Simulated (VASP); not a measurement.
```
CELL_PARAMETERS angstrom
      2.94251     0.00000     0.00000
      0.00000     2.94251     0.00000
      0.00000     0.00000     2.94251
ATOMIC_POSITIONS crystal
  Al 0.50000 0.50000 0.50000
  Ru 0.00000 0.00000 0.00000
```

Level of theory: PBE GGA, VASP's PBE PAW potentials (set 64) (plane waves; VASP). Run with 520 eV cut-off, 12×12×12 Γ-centred mesh, first-order Methfessel-Paxton smearing of 0.10 eV, potentials Al Ru_pv.

Predict the energy per atom (σ→0), pressure, band gap (on the k-mesh) with the smallest direct gap where there is one.

The band gap (on the k-mesh) comes out as none (metal, semimetal or under 0.01 eV) and the energy per atom (σ→0) is -7.098 eV/atom. The pressure is 14.27 GPa.

Only differences to runs with the same potentials and settings are physical.

The compound is RuAl in the CsCl type structure. This cell is one point of a volume scan, at 0.94 of the reference volume. The electron count is odd and the run is not spin-polarised, which forces a metal.
